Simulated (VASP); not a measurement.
Write the native input for VASP 6.6.1 that does the following.

* Task: single point
* Functional: LDA
* Potentials or basis: VASP PAW LDA potentials, release 64 (Bi_d, Cl)
* Cutoff: 520 eV
* k mesh: 6 × 6 × 6
* Occupations: gaussian, width 0.1 eV
* Spin: no spin polarisation
* Dipole correction: no
* Further INCAR settings: ALGO = Fast; EDIFF = 1e-06; NBANDS = 30

The structure of BiCl lies in POSCAR:

```
BiCl
1.0
    1.6602647979      0.9585543280      8.1192465753
   -1.6602647979      0.9585543280      8.1192465753
    0.0000000000     -1.9171086560      8.1192465753
Bi Cl
2 2
Direct
    0.2168300000      0.2168300000      0.2168300000
    0.7831700000      0.7831700000      0.7831700000
    0.3883000000      0.3883000000      0.3883000000
    0.6117000000      0.6117000000      0.6117000000
```

The cell comes from a database or a generator and needn't be the stable form of this composition.

These files were run (other wordings do the same):

INCAR

```
PREC = Accurate
ENCUT = 520
EDIFF = 1E-6
ISMEAR = 0
SIGMA = 0.1
LREAL = F
LASPH = T
NELM = 100
ALGO = Fast
ISIF = 2
LWAVE = F
LCHARG = T
GGA = CA
LELF = T
LVHAR = T
NBANDS = 30
```

KPOINTS

```
regular mesh
0
Gamma
  6 6 6
```

Potentials or basis: VASP PAW LDA potentials, release 64 (Bi_d, Cl).

Run with:

```console
$ cat potpaw_LDA.64/Bi_d/POTCAR potpaw_LDA.64/Cl/POTCAR > POTCAR
$ mpirun -np 1 vasp_std > vasp.out
```

Results of the run:

| Item | Value |
| --- | --- |
| Pressure | 50.9 GPa |
| Largest force | 7.939 eV/Å |
| Band gap on the k mesh | none (metal or under the smearing width) |

Caveat: the k mesh is coarse (spacing up to 0.37 Å⁻¹), so the values aren't converged; a pressure of tens of GPa on the cell as given is suspect, and the run, the potentials or the cell itself is likely at fault; spin-orbit coupling is left out, which moves the levels of the heavy elements; forces of over 1 eV/Å show positions far from the minimum, so gaps and moduli don't describe the material at rest.

Wall time 5.9 min on 1 thread of Intel(R) Xeon(R) Platinum 8375C CPU @ 2.90GHz (Ice Lake), with other jobs on the host, peak memory 0.41 GiB.
